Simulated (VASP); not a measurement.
These are r2SCAN+rVV10, VASP's PBE PAW potentials (set 64) (plane waves; VASP 6.6.1) values and carry that method's errors.

Input for VASP

POSCAR:
```
Cs
1
   -3.0579125923     3.0579125923     3.0579125923
    3.0579125923    -3.0579125923     3.0579125923
    3.0579125923     3.0579125923    -3.0579125923
Cs
1
Direct
  0.0000000000   0.0000000000   0.0000000000
```

KPOINTS:
```
K-points
0
Gamma
8 8 8
```

INCAR:
```
SYSTEM = Cs
PREC = Accurate
ENCUT = 520
EDIFF = 1E-7
NELM = 100
ALGO = Normal
LREAL = .FALSE.
LASPH = .TRUE.
ISMEAR = 1
SIGMA = 0.1
METAGGA = R2SCAN
LUSE_VDW = .TRUE.
BPARAM = 11.95
CPARAM = 0.0093
LMIXTAU = .TRUE.
LMAXMIX = 4
LWAVE = .FALSE.
LCHARG = .FALSE.
ISIF = 2
```

POTCAR, in this order: Cs_sv (PBE.64 set). Program: vasp_std.

Unless said otherwise, spin-orbit coupling is left out, though it shifts the bands of the heavy elements here.

### Question
Estimate the energy per atom (σ→0), band gap (on the k-mesh).

### Answer

```json
{
  "energy per atom (σ→0)": "-24.564 eV/atom",
  "band gap (on the k-mesh)": "none (metal, semimetal or under 0.01 eV)"
}
```

OSZICAR:
```
...
DAV:  33    -0.245648465177E+02   -0.12188E-04   -0.51874E-05   480   0.958E-02    0.168E-03
DAV:  34    -0.245648512384E+02   -0.47206E-05   -0.53709E-06   568   0.301E-02    0.152E-03
DAV:  35    -0.245648498870E+02    0.13513E-05   -0.84256E-07   512   0.107E-02    0.121E-03
DAV:  36    -0.245648509284E+02   -0.10413E-05   -0.34760E-06   496   0.297E-02    0.677E-04
DAV:  37    -0.245648504817E+02    0.44665E-06   -0.21274E-07   608   0.429E-03    0.347E-04
DAV:  38    -0.245648502833E+02    0.19844E-06   -0.43644E-07   496   0.775E-03    0.169E-04
DAV:  39    -0.245648502643E+02    0.18968E-07   -0.41784E-08   504   0.276E-03
   1 F= -.24564850E+02 E0= -.24563869E+02  d E =-.294230E-02
```

The compound is Cs in the bcc structure. This cell is one point of a volume scan, at 0.97 of the reference volume.
